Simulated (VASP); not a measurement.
Input:

```
CELL_PARAMETERS angstrom
      0.00000     2.43917     2.43917
      2.43917     0.00000     2.43917
      2.43917     2.43917     0.00000
ATOMIC_POSITIONS crystal
  Gd 0.00000 0.00000 0.00000
  N  0.50000 0.50000 0.50000
```

These are PBE GGA, VASP's PBE PAW potentials (set 64) (plane waves; VASP) values and carry that method's errors. Run with 520 eV cut-off, 13×13×13 Γ-centred mesh, first-order Methfessel-Paxton smearing of 0.10 eV, potentials Gd_3 N.

The 4f electrons are frozen in the core of the lanthanide potential, so 4f levels, which can set the real gap, and their magnetism are missing.

Task: Give the stress tensor in GPa (positive for a compressed cell).

Result: 
```
11.05   0.00   0.00
 0.00  11.05   0.00
 0.00   0.00  11.05
```
The pressure is its mean diagonal, 11.05 GPa.

The compound is GdN in the rock salt structure. This cell is one point of a volume scan, at 0.94 of the reference volume.
